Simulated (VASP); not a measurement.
Here is the system:

```xyz
1
Lattice="0.0000 1.9196 1.9196 1.9196 0.0000 1.9196 1.9196 1.9196 0.0000" Properties=species:S:1:pos:R:3 pbc="T T T"
Pd     0.0000     0.0000     0.0000
```

Calculation: LDA (Ceperley-Alder, Perdew-Zunger), VASP's LDA PAW potentials (set 64) (plane waves; VASP). Settings: 520 eV cut-off, Gaussian smearing of 0.050 eV, potentials Pd.

**Question.** Give the energies of bands 1 to 6 at the high-symmetry points, in eV from the Fermi level.

**Answer.** 
```json
[
 {"band": "1", "Γ": "-7.55", "X": "-5.78", "U": "-5.08", "L": "-5.68", "W": "-4.64"},
 {"band": "2", "Γ": "-3.06", "X": "-5.49", "U": "-4.46", "L": "-3.10", "W": "-3.64"},
 {"band": "3", "Γ": "-3.06", "X": "-0.02", "U": "-2.13", "L": "-3.10", "W": "-3.64"},
 {"band": "4", "Γ": "-3.06", "X": "0.34", "U": "-1.01", "L": "0.00", "W": "-1.41"},
 {"band": "5", "Γ": "-1.29", "X": "0.34", "U": "-0.16", "L": "0.00", "W": "0.34"},
 {"band": "6", "Γ": "-1.29", "X": "3.26", "U": "7.27", "L": "0.86", "W": "9.09"}
]
```

It has no gap at this level: it comes out as a metal or semimetal.

The compound is Pd in the fcc structure. It was relaxed first.
